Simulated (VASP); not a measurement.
A convergence study with VASP on BeSe (zinc blende): one setting is varied, all else stays as given below, so the limit is that of these other settings. ε∞ is the independent-particle value.

```
CELL_PARAMETERS angstrom
      0.00000     2.57000     2.57000
      2.57000     0.00000     2.57000
      2.57000     2.57000     0.00000
ATOMIC_POSITIONS crystal
  Be 0.00000 0.00000 0.00000
  Se 0.25000 0.25000 0.25000
```

Calculation: PBE GGA, VASP's PBE PAW potentials (set 64) (plane waves; VASP). The tightest run used: 550 eV cut-off, 8×8×8 Γ-centred mesh, Gaussian smearing of 0.050 eV, potentials Be Se.

Problem. The settings run are NBANDS = 5; NBANDS = 6; NBANDS = 8; NBANDS = 12; NBANDS = 20; NBANDS = 36; NBANDS = 68; NBANDS = 132. From which on does the mean ε∞ stay within 0.1  of the tightest run?

Solution. From NBANDS = 12 on: it is off by 0.03 there and by no more than 0.1 in any finer run, while NBANDS = 8 is off by 0.23.
| setting | mean ε∞ | bands | difference judged () |
|---|---|---|---|
| NBANDS = 5 | 4.25 | 5 | 2.25 |
| NBANDS = 6 | 5.44 | 6 | 1.06 |
| NBANDS = 8 | 6.27 | 8 | 0.23 |
| NBANDS = 12 | 6.47 | 12 | 0.03 |
| NBANDS = 20 | 6.50 | 20 | 0.00 |
| NBANDS = 36 | 6.50 | 36 | 0.00 |
| NBANDS = 68 | 6.50 | 68 | 0.00 |
| NBANDS = 132 | 6.50 | 132 | 0.00 |

Left out are rungs that failed or repeat a setting and relaxations that didn't move; long series are thinned to 24 rows.

The compound is BeSe in the zinc blende structure. The cell was not relaxed at this level.
